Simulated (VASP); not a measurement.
Consider the following.

```xyz
2
Lattice="0.0000 2.9362 2.9362 2.9362 0.0000 2.9362 2.9362 2.9362 0.0000" Properties=species:S:1:pos:R:3 pbc="T T T"
Mg     0.0000     0.0000     0.0000
Te     1.4681     1.4681     1.4681
```

The numbers are results of PBE GGA, VASP's PBE PAW potentials (set 64) (plane waves; VASP), not measurements. Settings: 500 eV cut-off, 8×8×8 Γ-centred mesh, Gaussian smearing of 0.050 eV, potentials Mg Te.

Unless said otherwise, spin-orbit coupling is left out, though it shifts the bands of the heavy elements here.

What does the run give for the energy per atom (σ→0), pressure, band gap (on the k-mesh) with the smallest direct gap where there is one?

The band gap (on the k-mesh) comes out as 2.27 eV and the smallest direct gap (on the k-mesh) comes out as 3.84 eV. The energy per atom (σ→0) is -2.765 eV/atom and the pressure comes out as 19.95 GPa.

The compound is MgTe in the zinc blende structure, whereas wurtzite is the usual form. It was relaxed first under an external pressure of 20 GPa.
